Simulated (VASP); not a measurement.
Consider the following.

```
CELL_PARAMETERS angstrom
      0.00000     3.19971     3.19971
      3.19971     0.00000     3.19971
      3.19971     3.19971     0.00000
ATOMIC_POSITIONS crystal
  Ba 0.00000 0.00000 0.00000
  S  0.50000 0.50000 0.50000
```

All values below come from PBE GGA with D4 dispersion, VASP's PBE PAW potentials (set 64) (plane waves; VASP 6.6.1). Run with 520 eV cut-off, Gaussian smearing of 0.050 eV, potentials Ba_sv S.

Unless said otherwise, spin-orbit coupling is left out, though it shifts the bands of the heavy elements here.

Give the energies of bands 6 to 11 at the high-symmetry points, in eV from the valence-band maximum.

| band | Γ | X | U | L | W |
|---|---|---|---|---|---|
| 6 | 0.00 | -0.53 | -0.94 | -1.92 | -1.11 |
| 7 | 0.00 | -0.14 | -0.60 | -1.08 | -0.49 |
| 8 | 0.00 | -0.14 | -0.54 | -1.08 | -0.49 |
| 9 | 3.57 | 2.12 | 3.29 | 5.52 | 4.28 |
| 10 | 3.87 | 5.92 | 5.95 | 5.67 | 4.28 |
| 11 | 3.87 | 5.99 | 6.57 | 6.29 | 6.27 |

The gap is indirect, 2.12 eV, from the valence maximum at Γ to the conduction minimum at X.

The compound is BaS in the rock salt structure. It was relaxed first.
